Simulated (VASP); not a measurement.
Input:

```xyz
8
Lattice="0.0062 6.4628 6.4481 6.4628 0.0062 6.4481 3.2345 3.2345 0.0000" Properties=species:S:1:pos:R:3 pbc="T T T"
Mg     3.2345     3.2345     0.0109
Mg     6.4539     3.2496     3.2246
Mg     3.2496     6.4539     3.2246
Te     1.6172     1.6172     1.6093
Te     4.8688     1.6002     4.8157
Te     1.6002     4.8688     4.8157
Te     4.8517     4.8517     8.0947
Hg     3.2345     3.2345     6.4449
```

The numbers are results of PBEsol GGA, VASP's PBE PAW potentials (set 64) (plane waves; VASP), not measurements. Run with 400 eV cut-off, Gaussian smearing of 0.050 eV, potentials Mg Te Hg.

Unless said otherwise, spin-orbit coupling is left out, though it shifts the bands of the heavy elements here.

**Question.** Give the energies of bands 12 to 25 at the high-symmetry points, in eV from the valence-band maximum.

**Answer.** 
| band | Γ | Y | C0 | Z | A0 | T | S | R |
|---|---|---|---|---|---|---|---|---|
| 12 | -3.49 | -2.54 | -2.47 | -3.06 | -3.47 | -3.57 | -2.65 | -3.25 |
| 13 | -1.62 | -2.14 | -2.40 | -2.91 | -3.25 | -3.35 | -2.20 | -3.20 |
| 14 | -1.61 | -1.98 | -2.22 | -2.31 | -1.66 | -1.62 | -1.92 | -2.02 |
| 15 | -0.80 | -1.76 | -1.39 | -2.12 | -1.64 | -1.60 | -1.71 | -1.92 |
| 16 | -0.80 | -1.13 | -1.13 | -1.98 | -1.60 | -1.59 | -1.28 | -1.79 |
| 17 | -0.73 | -1.13 | -1.08 | -1.90 | -1.58 | -1.57 | -1.18 | -1.73 |
| 18 | -0.71 | -1.02 | -1.05 | -1.90 | -1.18 | -0.80 | -0.65 | -1.26 |
| 19 | -0.08 | -0.82 | -0.87 | -1.85 | -1.09 | -0.75 | -0.64 | -1.26 |
| 20 | -0.08 | -0.79 | -0.86 | -0.80 | -0.84 | -0.59 | -0.24 | -1.19 |
| 21 | 0.00 | -0.47 | -0.32 | -0.62 | -0.70 | -0.57 | -0.19 | -1.00 |
| 22 | 0.90 | 2.53 | 2.49 | 2.94 | 1.90 | 1.40 | 1.91 | 2.42 |
| 23 | 2.28 | 3.50 | 3.47 | 3.86 | 2.73 | 2.48 | 2.98 | 3.23 |
| 24 | 2.56 | 3.54 | 3.59 | 4.34 | 2.79 | 2.51 | 3.22 | 3.24 |
| 25 | 2.85 | 3.73 | 3.73 | 4.35 | 3.29 | 2.88 | 3.38 | 3.60 |

The gap is direct, 0.90 eV, from the valence maximum at Γ to the conduction minimum at Γ.

The structure was generated: HgMg3Te4 was put into an ordered model structure (Amm2), which need not be its known phase. It was relaxed first.
